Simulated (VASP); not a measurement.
Given:

```
CELL_PARAMETERS angstrom
      1.56177    -2.70506     0.00000
      1.56177     2.70506     0.00000
      0.00000     0.00000     5.13259
ATOMIC_POSITIONS crystal
  Si 0.66667 0.33333 0.49971
  Si 0.33333 0.66667 0.99971
  C  0.66667 0.33333 0.87529
  C  0.33333 0.66667 0.37529
```

These are vdW-DF2, VASP's PBE PAW potentials (set 64) (plane waves; VASP) values and carry that method's errors. Settings: 520 eV cut-off, Gaussian smearing of 0.050 eV, potentials Si C.

Task: Give the energies of bands 3 to 11 at the high-symmetry points, in eV from the valence-band maximum.

Result: 
| band | Γ | M | K | A | L | H |
|---|---|---|---|---|---|---|
| 3 | -8.21 | -7.55 | -6.21 | -4.24 | -7.87 | -7.49 |
| 4 | -1.27 | -6.09 | -6.21 | -4.24 | -7.87 | -7.49 |
| 5 | -1.27 | -5.08 | -6.19 | -0.69 | -2.32 | -5.16 |
| 6 | -0.12 | -3.13 | -3.73 | -0.69 | -2.32 | -5.16 |
| 7 | 0.00 | -2.97 | -3.73 | -0.69 | -2.24 | -1.70 |
| 8 | 0.00 | -1.17 | -3.54 | -0.69 | -2.24 | -1.70 |
| 9 | 4.66 | 3.12 | 2.87 | 5.72 | 3.58 | 5.17 |
| 10 | 5.90 | 4.54 | 8.33 | 5.72 | 3.58 | 5.17 |
| 11 | 6.57 | 6.70 | 8.78 | 7.32 | 5.38 | 6.31 |

The gap is indirect, 2.87 eV, from the valence maximum at Γ to the conduction minimum at K.

Measured: gap 3.33 eV (computed value off by -0.46 eV), as given by Daiki Deguchi et al., Japanese Journal of Applied Physics (2016), arXiv:1512.06930.

The compound is SiC in the wurtzite structure, the rare 2H polytype. It was relaxed first.
